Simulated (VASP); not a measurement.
Output of a VASP run:

### OUTCAR
```
 ion  position               nearest neighbor table
   1  0.167  0.168  0.833-   2 3.16   2 3.17   2 3.17   2 3.18   3 3.20   3 3.20   3 3.20   3 3.20
  LATTYP: Found a face centered orthorhombic cell.
 ALAT       =     4.3646400000
 B/A-ratio  =     1.0027585322
 C/A-ratio  =     3.2075222699
 Subroutine PRICEL returns:
 Original cell was already a primitive cell.
 Subroutine GETGRP returns: Found  1 space group operations
The static configuration has the point symmetry C_1 .
The dynamic configuration has the point symmetry C_1 .
 Subroutine INISYM returns: Found  1 space group operations
 Subroutine IBZKPT returns following result:
 Found     63 irreducible k-points:

 Following reciprocal coordinates:
            Coordinates               Weight
  0.000000  0.000000  0.000000      1.000000
  0.200000  0.000000 -0.000000      2.000000
 -0.200000 -0.200000 -0.200000      2.000000
 -0.000000  0.000000  0.200000      2.000000
  0.000000  0.200000  0.000000      2.000000
  0.400000  0.000000 -0.000000      2.000000
 -0.400000 -0.400000 -0.400000      2.000000
 -0.000000 -0.000000  0.400000      2.000000
  0.000000  0.400000  0.000000      2.000000
  0.200000  0.200000  0.000000      2.000000
  0.400000  0.200000 -0.000000      2.000000
 -0.400000 -0.400000 -0.200000      2.000000
 -0.200000 -0.200000  0.200000      2.000000
  0.200000  0.400000  0.000000      2.000000
 -0.400000  0.200000  0.000000      2.000000
  0.400000  0.400000 -0.400000      2.000000
 -0.200000 -0.200000  0.400000      2.000000
  0.200000 -0.400000 -0.000000      2.000000
 -0.200000  0.200000  0.000000      2.000000
  0.200000  0.200000  0.400000      2.000000
  0.400000  0.400000  0.000000      2.000000
 -0.400000  0.400000  0.000000      2.000000
  0.400000  0.400000 -0.200000      2.000000
  0.200000  0.000000  0.200000      2.000000
  0.400000  0.000000  0.200000      2.000000
 -0.400000 -0.200000 -0.400000      2.000000
  0.200000  0.000000  0.400000      2.000000
 -0.200000  0.200000 -0.200000      2.000000
 -0.400000 -0.000000  0.200000      2.000000
  0.400000 -0.400000  0.400000      2.000000
  0.200000  0.000000 -0.400000      2.000000
 -0.200000  0.400000 -0.200000      2.000000
 -0.200000  0.000000  0.200000      2.000000
  0.200000  0.400000  0.200000      2.000000
  0.000000  0.200000  0.200000      2.000000
  0.400000  0.200000  0.200000      2.000000
  0.000000 -0.200000  0.200000      2.000000
 -0.400000  0.200000  0.200000      2.000000
  0.400000 -0.400000 -0.400000      2.000000
 -0.000000 -0.200000  0.400000      2.000000
   k-points           NKPTS =     63   k-points in BZ     NKDIM =     63   number of bands    NBANDS=     22
   number of dos      NEDOS =    301   number of ions     NIONS =      3
   total plane-waves  NPLWV =  31752
   dimension x,y,z NGX =    42 NGY =   42 NGZ =   18
   dimension x,y,z NGXF=    84 NGYF=   84 NGZF=   36
   ions per type =               2   1
   PREC   = accura    normal or accurate (medium, high low for compatibility)
   ISTART =      0    job   : 0-new  1-cont  2-samecut
   ICHARG =      2    charge: 1-file 2-atom 10-const
   ISPIN  =      1    spin polarized calculation?
   LNONCOLLINEAR =      F non collinear calculations
   LSORBIT =      F    spin-orbit coupling
   INIWAV =      1    electr: 0-lowe 1-rand  2-diag
   ENCUT  =  300.0 eV  22.05 Ry    4.70 a.u.  10.36 10.35  4.36*2*pi/ulx,y,z
   NELM   =    100;   NELMIN=  2; NELMDL= -5     # of ELM steps
   EDIFF  = 0.1E-05   stopping-criterion for ELM
   LREAL  =      F    real-space projection
   NLSPLINE    = F    spline interpolate recip. space projectors
   LMAXMIX     =    4 max onsite mixed and CHGCAR
   VOSKOWN=      0    Vosko Wilk Nusair interpolation
   EDIFFG = 0.1E-04   stopping-criterion for IOM
   NSW    =      0    number of steps for IOM
   NBLOCK =      1;   KBLOCK =      1    inner block; outer block
...
```

### OSZICAR
```
       N       E                     dE             d eps       ncg     rms          rms(c)
DAV:   1     0.233412541027E+03    0.23341E+03   -0.15087E+04  2828   0.110E+03
DAV:   2    -0.384862911850E+01   -0.23726E+03   -0.23368E+03  3184   0.365E+02
DAV:   3    -0.214914270076E+02   -0.17643E+02   -0.17491E+02  5272   0.717E+01
DAV:   4    -0.219078311074E+02   -0.41640E+00   -0.41572E+00  3318   0.104E+01
DAV:   5    -0.219192809847E+02   -0.11450E-01   -0.11449E-01  4196   0.136E+00    0.150E+01
DAV:   6    -0.206825071426E+02    0.12368E+01   -0.47207E+00  3000   0.144E+01    0.666E+00
DAV:   7    -0.205237303153E+02    0.15878E+00   -0.65927E-01  3210   0.492E+00    0.188E+00
DAV:   8    -0.205081502808E+02    0.15580E-01   -0.94219E-02  4470   0.167E+00    0.932E-01
DAV:   9    -0.205084435575E+02   -0.29328E-03   -0.41814E-02  4046   0.128E+00    0.334E-01
DAV:  10    -0.205059680767E+02    0.24755E-02   -0.22408E-02  3874   0.844E-01    0.573E-02
DAV:  11    -0.205059382524E+02    0.29824E-04   -0.51956E-04  3526   0.169E-01    0.267E-02
DAV:  12    -0.205059357229E+02    0.25295E-05   -0.44128E-05  3920   0.506E-02    0.103E-02
DAV:  13    -0.205059361082E+02   -0.38528E-06   -0.54190E-06  3288   0.174E-02
   1 F= -.20505936E+02 E0= -.20495229E+02  d E =-.214143E-01
```

OUTCAR:
```
------------------------ aborting loop because EDIFF is reached ----------------------------------------
  FORCE on cell =-STRESS in cart. coord.  units (eV):
  Direction    XX          YY          ZZ          XY          YZ          ZX
  --------------------------------------------------------------------------------------
  Total       -3.1634496     -3.1821168     -2.7517593     -0.0002568     -0.0042565      0.0106324
  in kB      -75.8088942    -76.2562347    -65.9431498     -0.0061535     -0.1020024      0.2547947
  external PRESSURE =     -72.6694262 kB  Pullay stress =       0.0000000 kB
  volume of cell :       66.86
      direct lattice vectors                 reciprocal lattice vectors
     0.000000000  2.188340000  6.999840000    -0.229113970  0.228483691  0.071430204
     2.182320000  0.000000000  6.999840000     0.229113970 -0.228483691  0.071430204
     2.182320000  2.188340000  0.000000000     0.229113970  0.228483691 -0.071430204
 POSITION                                       TOTAL-FORCE (eV/Angst)
 -----------------------------------------------------------------------------------
      2.18607      2.18899      2.34650        -0.020574      0.000700      0.042163
      2.17322      2.19320     11.64225         0.037031     -0.017531      0.028946
      2.18767      2.18283      7.01077        -0.016457      0.016831     -0.071109
 -----------------------------------------------------------------------------------
    total drift:                               -0.000108     -0.000283      0.000929
  FREE ENERGIE OF THE ION-ELECTRON SYSTEM (eV)
  ---------------------------------------------------
  free  energy   TOTEN  =       -20.5059361082 eV

  energy  without entropy=      -20.4845218177  energy(sigma->0) =      -20.49522896
```
(Selected blocks of OUTCAR.)

**POSCAR**
```
Zr2Cd
1
    0.0000000000     2.1883400000     6.9998400000
    2.1823200000     0.0000000000     6.9998400000
    2.1823200000     2.1883400000     0.0000000000
Zr Cd
2 1
Direct
  0.1669000000   0.1683220000   0.8333970000
  0.8348050000   0.8284110000   0.1674180000
  0.4982950000   0.5032670000   0.4991850000
```

### Question
Write an INCAR and KPOINTS that could have produced this output.

### Answer
Several could match; the one computed here: the input of the run itself, LDA (Ceperley-Alder, Perdew-Zunger), plane waves, VASP's LDA PAW potentials (set 64).

**INCAR**
```
! general
SYSTEM =Zr2Cd
PREC   =Accurate
ENCUT  =300   ! plane-wave cut-off (eV)
LREAL  =.FALSE.
LASPH  =.TRUE.

! electronic loop
EDIFF  =1E-6   ! SCF stop (eV)
NELM   =100
ALGO   =Normal
LMAXMIX=4

! smearing
ISMEAR =0   ! Gaussian
SIGMA  =0.136   ! width (eV)

! ions
ISIF   =2

! output
LWAVE  =.FALSE.
LCHARG =.FALSE.
```

KPOINTS:
```
Automatic mesh
0
Gamma
5 5 5
0 0 0
```

POTCAR, in this order: Zr_sv Cd (LDA.64 set). Program: vasp_std.

At this cut-off the stress carries a Pulay error, which pulls relaxed volumes low.

The structure comes from a computed database's Zr2Cd entry; how it stands against other phases isn't given here. The cell was not relaxed at this level, atoms are displaced from their ideal sites. The k-mesh is coarse (spacing up to 0.42 per Å, 2π included), so the numbers may not be converged in it.
